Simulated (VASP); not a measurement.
SbW2:

```
Sb W
1.0
     0.00000    3.13301    3.13301
     3.13301    0.00000    3.13301
     3.13301    3.13301    0.00000
Sb W
1 2
Cartesian
  3.1330 3.1330 3.1330
  1.5665 1.5665 1.5665
  4.6995 4.6995 4.6995
```

The cell was built by a generator and needn't be a form met in nature.

| Item | Value |
| --- | --- |
| Program | VASP 6.6.1 |
| Task | relaxation of cell and atoms |
| Functional | vdW-DF-cx |
| Potentials or basis | VASP PAW PBE potentials, release 64 (Sb, W_sv) |
| Cutoff | 600 eV |
| k mesh | 7 × 7 × 7 |
| Occupations | fermi-dirac, width 0.05 eV |
| Spin | no spin polarisation |

At the start: pressure -4.0 GPa; volume 20.50 Å³/atom.

**Question.** How do energy, volume and symmetry change on relaxing?

**Answer.** Over 3 steps the energy falls by 5.9 meV/atom and the volume is 20.05 Å³/atom (-2.2 %); space group Fm-3m (No. 225, to 0.05 Å).

The path:
| step | energy change (eV) | largest force (eV/Å) | pressure (GPa) | volume (Å³) |
| --- | --- | --- | --- | --- |
| 1 | 0.0000 | 0.0000 | -4.02 | 61.51 |
| 2 | 0.0814 | 0.0000 | 10.69 | 57.04 |
| 3 | -0.0177 | 0.0000 | -0.12 | 60.15 |

Final structure:
```
Sb W
1.0
     0.00000    3.10990    3.10990
     3.10990    0.00000    3.10990
     3.10990    3.10990    0.00000
Sb W
1 2
Direct
  0.50000 0.50000 0.50000
  0.25000 0.25000 0.25000
  0.75000 0.75000 0.75000
```

Caveat: the PAW data sets were made with another functional, which shifts forces and pressure a little.
